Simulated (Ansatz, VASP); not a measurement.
## One calculation of AlIn2As2P, two programs

```
Al In P As
1.0
     4.44052    0.00000    0.00000
     0.00000    4.44052    0.00000
     0.00000    0.00000    5.86231
Al In P As
1 2 1 2
Direct
  0.00000 0.00000 0.00000
  0.00000 0.50000 0.50000
  0.50000 0.00000 0.50000
  0.00000 0.00000 0.50000
  0.50000 0.50000 0.77140
  0.50000 0.50000 0.22860
```

Change from the starting cell: species swapped into the CeCr2Si2C type (P4/mmm, No. 123).

Alike in both runs: task single point; functional PBE; k mesh 4 × 4 × 4; occupations gaussian, width 0.1 eV; no spin polarisation.

|  | VASP | Ansatz |
| --- | --- | --- |
| version | VASP 6.6.1 | Ansatz 0.2.0 |
| potentials or method | VASP PAW PBE potentials, release 64 (Al, In_d, P, As) | scalar-relativistic, plane waves, PAW |
| plane-wave cutoff (eV) | 520 | 420 |
| valence electrons in the cell | 44 | 64 |

|  | VASP | Ansatz | Ansatz less VASP |
| --- | --- | --- | --- |
| gap on the k mesh at the Fermi level (eV) | none | none | - |
| rms of the force components (eV/Å) | 0.741 | 0.735 | -0.0053 |

Atom by atom the forces differ by 0.005 eV/Å (rms over components). A gap of «none» marks a metal or a gap that the smearing closes. With one functional, cell and mesh, what is left measures potentials, basis and numerics. The two sets of potentials don't hold the same shells in valence.

Caveats: forces of over 1 eV/Å show positions far from the minimum, so gaps and moduli don't describe the material at rest.
